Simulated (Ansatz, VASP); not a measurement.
# Cross-check of Zn2In3GaO8 (amorphous In18Ga6Zn12O48) between VASP and Ansatz, part 2 of 3

One calculation is typed for both programs; each brings its own data sets. How far apart do they land? Of the first pair: The structure shown is the start of the Ansatz relaxation below; VASP solves that cell, so the two are compared at the walk's first step.

VASP 6.6.1 and Ansatz 0.2.0.

So far: The structure; Ansatz: relaxation, PBE.

### Step 3. VASP: single point, PBE, start cell, pair 1

Level of this step: PBE; plane waves and PAW (In_d, Ga_d, Zn, O) (VASP).

The same cell, functional, mesh and smearing now go to VASP, with its own data sets.

Lines of VASP's logs that name or quote its potential files are left out, and so is its time.

Input file INCAR:

```
SYSTEM = Zn2In3GaO8
PREC = Accurate
ENCUT = 520
EDIFF = 1E-06
NELM = 120
ISMEAR = -1
SIGMA = 0.025
LREAL = Auto
ALGO = Normal
GGA = PE
NBANDS = 432
LORBIT = 11
LWAVE = .FALSE.
LCHARG = .FALSE.
ISIF = 2
LASPH = .TRUE.
GGA_COMPAT = .FALSE.
EFERMI = MIDGAP
NCORE = 2
```

Input file POSCAR:

```
Zn2In3GaO8
1.0
   10.3270600000      0.0000000000      0.0000000000
    0.0000000000     10.3270600000      0.0000000000
    0.0000000000      0.0000000000     10.3270600000
In Ga Zn O
18 6 12 48
Direct
    0.6125460683      0.9313686567      0.5975853728
    0.3602767874      0.5934118713      0.0865590013
    0.1315379208      0.0251281584      0.9369075032
    0.9325403358      0.8361915201      0.0886118605
    0.7520533434      0.1761779248      0.4471843874
    0.6104544759      0.3760799298      0.1649646656
    0.1064388122      0.6294821566      0.2748119988
    0.1373769495      0.3179123584      0.4757113835
    0.9609027158      0.5119366015      0.9547925547
    0.6654168757      0.0690031819      0.1606071815
    0.3819480084      0.4871957750      0.3793528846
    0.7812969035      0.1974133974      0.8507164672
    0.4045778760      0.1219224058      0.3471365519
    0.5809881999      0.7643704985      0.2629499587
    0.0982757919      0.2648382018      0.7704516097
    0.4062046701      0.1915453188      0.9517519991
    0.5920658929      0.6081692176      0.9087387892
    0.0480582082      0.0304346058      0.3170892781
    0.8568072617      0.8431538114      0.4438339663
    0.1877978825      0.3044622574      0.1384324290
    0.7249691587      0.5403958145      0.4192964890
    0.1413567850      0.7357079362      0.8641956181
    0.9361618893      0.3360104425      0.2597157371
    0.8557227323      0.3793238347      0.6322322132
    0.9068311794      0.9524782465      0.7182489498
    0.3650797032      0.8754669770      0.7969257465
    0.6390783050      0.9139774534      0.9089421384
    0.3882034190      0.8912507529      0.0929499780
    0.1632894551      0.9621809111      0.5851617014
    0.1517760137      0.6173586674      0.6209221211
    0.3618454817      0.1565982961      0.6525768224
    0.3226668578      0.4606732216      0.7960736163
    0.5023501364      0.6641096304      0.6037342671
    0.8481794431      0.6666660211      0.7229453494
    0.3174185102      0.8105695135      0.3932193674
    0.5484039020      0.3781327890      0.6510855945
    0.0256026401      0.6573991049      0.0824629662
    0.2155114815      0.8003536340      0.6893830383
    0.5948740493      0.2120061276      0.2998239576
    0.3060309517      0.0556111807      0.8155079955
    0.2413658873      0.6289398919      0.4541176288
    0.3423723693      0.3023706650      0.4446860965
    0.6981367398      0.2359432404      0.0305411221
    0.0483293406      0.0021884254      0.1163545094
    0.5199543723      0.5572641197      0.2475341482
    0.9118471278      0.3657284842      0.8068123938
    0.0275877162      0.6185497131      0.7711391238
    0.8143363164      0.5395340010      0.5779476443
    0.5163328188      0.7364826001      0.0506823820
    0.9827772861      0.8178223037      0.3070573813
    0.4239638387      0.2953599572      0.7724657356
    0.7234101477      0.0186403488      0.7701707940
    0.9732295542      0.1100894156      0.8221410547
    0.5400278492      0.8160308936      0.7642446156
    0.5158196040      0.0278782151      0.0007552972
    0.7883366612      0.6175813833      0.8989489748
    0.2431282475      0.5821308291      0.9153524817
    0.1786471658      0.4250580514      0.6603718774
    0.7396877717      0.8942235254      0.0822693003
    0.7985815905      0.8115668932      0.6194115266
    0.7053701634      0.2718876428      0.6485098373
    0.1090533027      0.2283805846      0.2892788461
    0.0009199133      0.8599252837      0.8809477237
    0.5003844269      0.4469326217      0.0057228291
    0.7252983908      0.9747498320      0.4254647499
    0.4943226824      0.7874845309      0.4711699167
    0.5607501070      0.4942161661      0.4958623267
    0.0219714033      0.4656988533      0.3695921201
    0.4910013111      0.0844770922      0.5404345477
    0.8637501864      0.1580507908      0.2740082850
    0.2566267650      0.8515782807      0.9598181864
    0.7698415619      0.4232472746      0.2881265336
    0.1946827074      0.2456071718      0.9551217868
    0.9341671299      0.2644315033      0.5241278738
    0.2415982864      0.9857500586      0.4000460925
    0.4913499098      0.5475324052      0.7427186440
    0.0055485298      0.3684204411      0.0935309759
    0.7494001197      0.7068129748      0.3580883620
    0.1738345667      0.1570824610      0.6110935736
    0.9823899542      0.9655119657      0.5234306763
    0.2487058272      0.4684779598      0.2070676456
    0.4946325479      0.9505706368      0.2458008378
    0.3517167519      0.2110281145      0.1542452547
    0.2865675226      0.7427670605      0.2153178155
```

Input file KPOINTS:

```
Automatic mesh
0
Gamma
1 1 1
0 0 0
```

The projector-augmented-wave data sets are In_d, Ga_d, Zn and O (PBE family, release 64).

The run is started by

```
$ mpirun -np 8 vasp_gam
```

Numbers of over 12 decimals in the logs are rounded to 6 here.

Log:

```text
[banner, memory and clock lines left out]
running    8 mpi-ranks, on    1 nodes
[...]
LDA part: xc-table for (Slater+PW92), standard interpolation
 POSCAR, INCAR and KPOINTS ok, starting setup
[...]
entering main loop
       N       E                     dE             d eps       ncg     rms          rms(c)
DAV:   1     0.178041227585E+05    0.17804E+05   -0.31168E+05   864   0.294E+03
DAV:   2     0.471793614064E+04   -0.13086E+05   -0.12519E+05   864   0.903E+02
DAV:   3     0.357868441356E+03   -0.43601E+04   -0.41371E+04   952   0.389E+02
DAV:   4    -0.442024591893E+03   -0.79989E+03   -0.76925E+03  1096   0.171E+02
[...]
DAV:  24    -0.430930696355E+03    0.34446E-04   -0.53181E-05  1208   0.117E-01    0.429E-02
DAV:  25    -0.430930699664E+03   -0.33089E-05   -0.23687E-05  1000   0.153E-02    0.449E-02
DAV:  26    -0.430930700115E+03   -0.45056E-06   -0.24673E-06   576   0.408E-03
   1 F= -.43093070E+03 E0= -.43092905E+03  d E =-.330139E-02
```

OUTCAR, selected parts (step 3):

```text
  FREE ENERGIE OF THE ION-ELECTRON SYSTEM (eV)
  ---------------------------------------------------
  free  energy   TOTEN  =      -430.9307001148 eV

  energy  without entropy=     -430.9273987221  energy(sigma->0) =     -430.92904942

[... 1 further part left out ...]
```

The run ends at a pressure of 0.55 GPa, with forces up to 0.24 eV/Å.

### Step 4. Differences

Known differences besides the potentials themselves: the cutoff is 420 eV in Ansatz and 520 eV in VASP (PREC = Accurate, projectors in real space). Total energies have different zeros and are not compared.

Forces on 10 of the 84 atoms, those with the largest forces and the largest differences (eV/Å; atoms numbered as in POSCAR):

```csv
atom,"Ansatz x, y, z","VASP x, y, z"
In2,"-0.194, 0.043, 0.056","-0.192, 0.045, 0.052"
In5,"0.031, 0.014, -0.006","-0.007, 0.050, 0.041"
In12,"0.153, -0.160, -0.032","0.154, -0.155, -0.023"
In17,"-0.108, 0.107, -0.137","-0.090, 0.111, -0.150"
Zn30,"0.170, -0.181, -0.029","0.161, -0.171, -0.029"
O54,"0.046, 0.004, -0.027","0.088, -0.049, -0.044"
O57,"0.181, -0.103, 0.001","0.155, -0.085, 0.027"
O66,"-0.012, -0.048, 0.094","0.011, 0.017, 0.043"
O71,"0.197, -0.015, 0.113","0.178, -0.030, 0.140"
O82,"-0.012, -0.199, -0.078","-0.006, -0.165, -0.040"
```

The forces differ by 21 meV/Å r.m.s., which is 28.8 % of the r.m.s. force of 0.073 eV/Å (both taken over all components). VASP's last cycles still show a density residual of 4e-03, so its state may not be settled.

### Step 5. Ansatz: relaxation, PBE

This run makes the geometry at which the two programs are then compared. The cell compared in this pair holds 1112.77 Å³, against 1101.36 Å³ for the pair before.

The structure compared here is the end of the Ansatz relaxation.

Input file input.yaml:

```yaml
crystal:
  lattice:
    - [10.32706, 0.0, 0.0]
    - [0.0, 10.32706, 0.0]
    - [0.0, 0.0, 10.32706]
  atoms:
    - { symbol: In, position: [0.61255, 0.93137, 0.59759] }
    - { symbol: In, position: [0.36028, 0.59341, 0.08656] }
    - { symbol: In, position: [0.13154, 0.02513, 0.93691] }
    - { symbol: In, position: [0.93254, 0.83619, 0.08861] }
    - { symbol: In, position: [0.75205, 0.17618, 0.44718] }
    - { symbol: In, position: [0.61045, 0.37608, 0.16496] }
    - { symbol: In, position: [0.10644, 0.62948, 0.27481] }
    - { symbol: In, position: [0.13738, 0.31791, 0.47571] }
    - { symbol: In, position: [0.9609, 0.51194, 0.95479] }
    - { symbol: In, position: [0.66542, 0.069, 0.16061] }
    - { symbol: In, position: [0.38195, 0.4872, 0.37935] }
    - { symbol: In, position: [0.7813, 0.19741, 0.85072] }
    - { symbol: In, position: [0.40458, 0.12192, 0.34714] }
    - { symbol: In, position: [0.58099, 0.76437, 0.26295] }
    - { symbol: In, position: [0.09828, 0.26484, 0.77045] }
    - { symbol: In, position: [0.4062, 0.19155, 0.95175] }
    - { symbol: In, position: [0.59207, 0.60817, 0.90874] }
    - { symbol: In, position: [0.04806, 0.03043, 0.31709] }
    - { symbol: Ga, position: [0.85681, 0.84315, 0.44383] }
    - { symbol: Ga, position: [0.1878, 0.30446, 0.13843] }
    - { symbol: Ga, position: [0.72497, 0.5404, 0.4193] }
    - { symbol: Ga, position: [0.14136, 0.73571, 0.8642] }
    - { symbol: Ga, position: [0.93616, 0.33601, 0.25972] }
    - { symbol: Ga, position: [0.85572, 0.37932, 0.63223] }
    - { symbol: Zn, position: [0.90683, 0.95248, 0.71825] }
    - { symbol: Zn, position: [0.36508, 0.87547, 0.79693] }
    - { symbol: Zn, position: [0.63908, 0.91398, 0.90894] }
    - { symbol: Zn, position: [0.3882, 0.89125, 0.09295] }
    - { symbol: Zn, position: [0.16329, 0.96218, 0.58516] }
    - { symbol: Zn, position: [0.15178, 0.61736, 0.62092] }
    - { symbol: Zn, position: [0.36185, 0.1566, 0.65258] }
    - { symbol: Zn, position: [0.32267, 0.46067, 0.79607] }
    - { symbol: Zn, position: [0.50235, 0.66411, 0.60373] }
    - { symbol: Zn, position: [0.84818, 0.66667, 0.72295] }
    - { symbol: Zn, position: [0.31742, 0.81057, 0.39322] }
    - { symbol: Zn, position: [0.5484, 0.37813, 0.65109] }
    - { symbol: O, position: [0.0256, 0.6574, 0.08246] }
    - { symbol: O, position: [0.21551, 0.80035, 0.68938] }
    - { symbol: O, position: [0.59487, 0.21201, 0.29982] }
    - { symbol: O, position: [0.30603, 0.05561, 0.81551] }
    - { symbol: O, position: [0.24137, 0.62894, 0.45412] }
    - { symbol: O, position: [0.34237, 0.30237, 0.44469] }
    - { symbol: O, position: [0.69814, 0.23594, 0.03054] }
    - { symbol: O, position: [0.04833, 0.00219, 0.11635] }
    - { symbol: O, position: [0.51995, 0.55726, 0.24753] }
    - { symbol: O, position: [0.91185, 0.36573, 0.80681] }
    - { symbol: O, position: [0.02759, 0.61855, 0.77114] }
    - { symbol: O, position: [0.81434, 0.53953, 0.57795] }
    - { symbol: O, position: [0.51633, 0.73648, 0.05068] }
    - { symbol: O, position: [0.98278, 0.81782, 0.30706] }
    - { symbol: O, position: [0.42396, 0.29536, 0.77247] }
    - { symbol: O, position: [0.72341, 0.01864, 0.77017] }
    - { symbol: O, position: [0.97323, 0.11009, 0.82214] }
    - { symbol: O, position: [0.54003, 0.81603, 0.76424] }
    - { symbol: O, position: [0.51582, 0.02788, 0.00076] }
    - { symbol: O, position: [0.78834, 0.61758, 0.89895] }
    - { symbol: O, position: [0.24313, 0.58213, 0.91535] }
    - { symbol: O, position: [0.17865, 0.42506, 0.66037] }
    - { symbol: O, position: [0.73969, 0.89422, 0.08227] }
    - { symbol: O, position: [0.79858, 0.81157, 0.61941] }
    - { symbol: O, position: [0.70537, 0.27189, 0.64851] }
    - { symbol: O, position: [0.10905, 0.22838, 0.28928] }
    - { symbol: O, position: [0.00092, 0.85993, 0.88095] }
    - { symbol: O, position: [0.50038, 0.44693, 0.00572] }
    - { symbol: O, position: [0.7253, 0.97475, 0.42546] }
    - { symbol: O, position: [0.49432, 0.78748, 0.47117] }
    - { symbol: O, position: [0.56075, 0.49422, 0.49586] }
    - { symbol: O, position: [0.02197, 0.4657, 0.36959] }
    - { symbol: O, position: [0.491, 0.08448, 0.54043] }
    - { symbol: O, position: [0.86375, 0.15805, 0.27401] }
    - { symbol: O, position: [0.25663, 0.85158, 0.95982] }
    - { symbol: O, position: [0.76984, 0.42325, 0.28813] }
    - { symbol: O, position: [0.19468, 0.24561, 0.95512] }
    - { symbol: O, position: [0.93417, 0.26443, 0.52413] }
    - { symbol: O, position: [0.2416, 0.98575, 0.40005] }
    - { symbol: O, position: [0.49135, 0.54753, 0.74272] }
    - { symbol: O, position: [0.00555, 0.36842, 0.09353] }
    - { symbol: O, position: [0.7494, 0.70681, 0.35809] }
    - { symbol: O, position: [0.17383, 0.15708, 0.61109] }
    - { symbol: O, position: [0.98239, 0.96551, 0.52343] }
    - { symbol: O, position: [0.24871, 0.46848, 0.20707] }
    - { symbol: O, position: [0.49463, 0.95057, 0.2458] }
    - { symbol: O, position: [0.35172, 0.21103, 0.15425] }
    - { symbol: O, position: [0.28657, 0.74277, 0.21532] }
kpoints:
  mp_grid: { grid: [1, 1, 1] }
hamiltonian:
  xc: pbe
scf:
  occupations: { method: fermi_dirac, width: 0.025 }
output:
  forces: true
relax:
  f_tol: 0.04
  max_steps: 250
  cell: {}
```

The run is started by

```
$ ansatz run input.yaml --threads 4 --pin off --max-ram 8192MiB --backend cpu --events-out ev --progress --plain --runs-dir out
```

Log:

```text
[...]
Crystal: 84 atoms, lattice volume = 1101.362 Å³
Basis set: ecut = 420 eV, 21559 PW (Γ), exchange–correlation on 144×144×144 points (8 copies of the dense FFT grid, shifted against one another)
Bands: 456, of which v1, the nominal top of the filled ones, is band 372 counted from 1 (371 counted from 0)
Symmetry: 1 space group operations
[...]
k-points: 1
[...]
- { symbol: O, position: [0.600727, 0.209321, 0.296177] }
    - { symbol: O, position: [0.314084, 0.055341, 0.823532] }
    - { symbol: O, position: [0.270448, 0.597191, 0.490808] }
    - { symbol: O, position: [0.348575, 0.292072, 0.454808] }
    - { symbol: O, position: [0.702946, 0.243635, 0.022405] }
    - { symbol: O, position: [0.053344, -0.00423498, 0.119956] }
[...]
- { symbol: O, position: [0.249686, 0.464566, 0.200626] }
    - { symbol: O, position: [0.459012, 0.935023, 0.252786] }
    - { symbol: O, position: [0.355991, 0.218867, 0.160190] }
    - { symbol: O, position: [0.266927, 0.720940, 0.235526] }
[key lines of the parts left out:]
P = ⅓ Tr σ = 0.0010 GPa (0.010 kbar)
```

(Continued in part 3 of 3.)

[Lines on the potential files, build, host, timing and source positions are cut from VASP's logs without a mark.]

[Logs are printed without paths, hosts, clocks, repeated set-up lines and the standing remarks that a program may print on its own settings, such as how far it seeks lower states.]

[Hosts, paths, dates, database ids (printed as entryN), source tags and the programs' standing remarks are cut or masked in the printed files.]
